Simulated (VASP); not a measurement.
Set up this calculation in VASP 6.6.1, as the native input.

```yaml
Task: single point
Functional: r2SCAN
Dispersion: D3(BJ)
Potentials_or_basis: VASP PAW PBE potentials, release 64 (O, H, Zn, Cl)
Cutoff: 520 eV
k_mesh: 1 × 1 × 1
Occupations: fermi-dirac, width 0.05 eV
Spin: no spin polarisation
Dipole_correction: no
Further_INCAR_settings: LREAL = Auto; ALGO = Normal; EDIFF = 1e-06; NBANDS = 64
```

Crystal: ZnH16Cl2O8.

```
O H Zn Cl
1.0
     6.73866    0.00000    0.00000
     0.00000    6.73866    0.00000
     0.00000    0.00000    6.73866
O H Zn Cl
8 16 1 2
Direct
  0.50823 0.59935 0.06975
  0.13926 0.89449 0.08054
  0.49583 0.04347 0.59875
  0.78197 0.91035 0.85705
  0.00778 0.22463 0.56115
  0.29742 0.28262 0.27108
  0.70271 0.48243 0.45329
  0.54563 0.99133 0.15901
  0.50583 0.69337 0.96805
  0.58406 0.49124 0.02046
  0.28253 0.90147 0.10363
  0.08162 0.02532 0.08193
  0.42789 0.17008 0.59147
  0.40557 0.94689 0.63662
  0.71222 0.97706 0.97585
  0.73469 0.96670 0.74043
  0.03336 0.29451 0.69103
  0.88689 0.29553 0.51113
  0.23612 0.38197 0.19535
  0.19235 0.26240 0.37141
  0.74117 0.55315 0.33949
  0.55989 0.47989 0.43973
  0.48165 0.11688 0.18930
  0.57194 0.93990 0.29786
  0.01637 0.72744 0.86925
  0.23295 0.67380 0.62716
  0.93566 0.43158 0.99717
```

The cell was built by a generator and needn't be a form met in nature.

One way to write it, as run:

POSCAR

```
ZnH16Cl2O8
1.0
    6.7386640000      0.0000000000      0.0000000000
    0.0000000000      6.7386640000      0.0000000000
    0.0000000000      0.0000000000      6.7386640000
O H Zn Cl
8 16 1 2
Direct
    0.5082313052      0.5993472890      0.0697467629
    0.1392560899      0.8944948138      0.0805352515
    0.4958252852      0.0434655890      0.5987536995
    0.7819650898     -0.0896468499      0.8570541579
    0.0077760221      0.2246290956      0.5611498065
    0.2974180045      0.2826227870      0.2710774717
    0.7027060557      0.4824250029      0.4532945996
    0.5456274419     -0.0086664063      0.1590077796
    0.5058272678      0.6933718612     -0.0319499533
    0.5840623601      0.4912398066      0.0204639970
    0.2825337485      0.9014694901      0.1036258819
    0.0816185523      1.0253219332      0.0819301868
    0.4278889703      0.1700782232      0.5914673888
    0.4055700062     -0.0531114179      0.6366247078
    0.7122183270     -0.0229422331      0.9758462508
    0.7346856884     -0.0333003693      0.7404286666
    0.0333597283      0.2945094161      0.6910271828
   -0.1131084737      0.2955333579      0.5111250539
    0.2361150519      0.3819748247      0.1953502950
    0.1923526681      0.2623962257      0.3714089321
    0.7411706534      0.5531511884      0.3394886583
    0.5598884289      0.4798874079      0.4397310802
    0.4816533366      0.1168777669      0.1892956823
    0.5719382952     -0.0601009340      0.2978631966
    0.0163682297      0.7274438969      0.8692524215
    0.2329541880      0.6737982484      0.6271569557
    0.9356602436      0.4315840647     -0.0028343897
```

INCAR.step1

```
ALGO = Normal
EDIFF = 1E-4
ENCUT = 520
GGA = PE
ISMEAR = -1
LASPH = True
LCHARG = False
LREAL = Auto
LWAVE = True
NBANDS = 64
NELM = 100
PREC = Accurate
SIGMA = 0.05
```

INCAR.step2

```
ALGO = Normal
EDIFF = 1E-6
ENCUT = 520
ISIF = 2
ISMEAR = -1
ISTART = 1
IVDW = 12
LASPH = True
LCHARG = True
LELF = True
LMIXTAU = True
LREAL = Auto
LVHAR = True
LWAVE = False
METAGGA = R2SCAN
NBANDS = 64
NELM = 100
PREC = Accurate
SIGMA = 0.05
VDW_A1 = 0.49484001
VDW_A2 = 5.73083694
VDW_S6 = 1.0
VDW_S8 = 0.78981345
```

KPOINTS

```
k-points
0
Gamma
  1 1 1
```

Potentials or basis: VASP PAW PBE potentials, release 64 (O, H, Zn, Cl).

Run with:

```console
$ cat potpaw_PBE.64/O/POTCAR potpaw_PBE.64/H/POTCAR potpaw_PBE.64/Zn/POTCAR potpaw_PBE.64/Cl/POTCAR > POTCAR
$ cp INCAR.step1 INCAR
$ mpirun -np 1 vasp_gam > vasp.out
$ cp INCAR.step2 INCAR
$ mpirun -np 1 vasp_gam > vasp.out
```

It gave:

```
Pressure                   : 0.5 GPa
Largest force              : 3.098 eV/Å
Band gap on the k mesh     : 4.82 eV, direct
Dispersion energy per atom : -0.025 eV
```

Caveat: the PAW data sets were made with another functional, which shifts forces and pressure a little.

Wall time 2.9 min on 1 thread of Intel(R) Xeon(R) Platinum 8559C (Emerald Rapids), with other jobs on the host, peak memory 0.37 GiB.
